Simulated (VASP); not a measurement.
Input:

```
ScSi
1.0
    3.50620     0.00000     0.00000
   -1.75310     3.03646     0.00000
    0.00000     0.00000     7.58996
Sc Si
2 2
Direct
  0.00000   0.00000   0.00000
  0.00000   0.00000   0.50000
  0.33333   0.66667   0.25000
  0.66667   0.33333   0.75000
```

All values below come from r2SCAN meta-GGA, VASP's PBE PAW potentials (set 64) (plane waves; VASP). Numerical set-up: 400 eV cut-off, 11×11×5 Γ-centred mesh, tetrahedra with Blöchl corrections, potentials Sc_sv Si.

Problem. What does the run give for the energy per atom (σ→0), band gap (over mesh and band path) with the smallest direct gap where there is one?

Solution. 
* **band gap (over mesh and band path)**: none (metal, semimetal or under 0.01 eV)
* **energy per atom (σ→0)**: -10.473 eV/atom

The absolute energy has meaning only against runs of the same code, potentials and settings.

The structure was generated: ScSi was put into the NiAs type type (P6_3/mmc), which need not be its known phase. It was relaxed first, which changed the volume by -25 %.
